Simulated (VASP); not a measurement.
Input of a VASP 6.6.1 run:

The input INCAR:

```
ALGO = Fast ; EDIFF = 1E-7
ENCUT = 520 ; GGA = PE
ISIF = 2 ; ISMEAR = 0
LASPH = T ; LCHARG = F
LREAL = F ; LWAVE = F
NBANDS = 34 ; NELM = 100
PREC = Accurate ; SIGMA = 0.1
```

File KPOINTS:

```
k-points
0
Gamma
  9 9 10
```

The input POSCAR:

```
LiHg3S2
1.0
    6.4324397102      0.0000000000      0.0000000000
   -3.2162198551      5.5706561974      0.0000000000
    0.0000000000      0.0000000000      4.3209226418
Li Hg S
1 3 2
Direct
    0.0000000000      0.0000000000      0.0000000000
    0.5000000000      0.0000000000      0.5000000000
    0.0000000000      0.5000000000      0.5000000000
    0.5000000000      0.5000000000      0.5000000000
    0.6666666667      0.3333333333      0.0000000000
    0.3333333333      0.6666666667      0.0000000000
```

Potentials or basis: VASP PAW PBE potentials, release 64 (Li_sv, Hg, S).

Run with:

```sh
$ cat potpaw_PBE.64/Li_sv/POTCAR potpaw_PBE.64/Hg/POTCAR potpaw_PBE.64/S/POTCAR > POTCAR
$ mpirun -np 1 vasp_std > vasp.out
```

Q: Predict the band gap on the k mesh.

A: None (metal or under the smearing width).

 Spin-orbit coupling is left out, which matters for the levels of Hg.
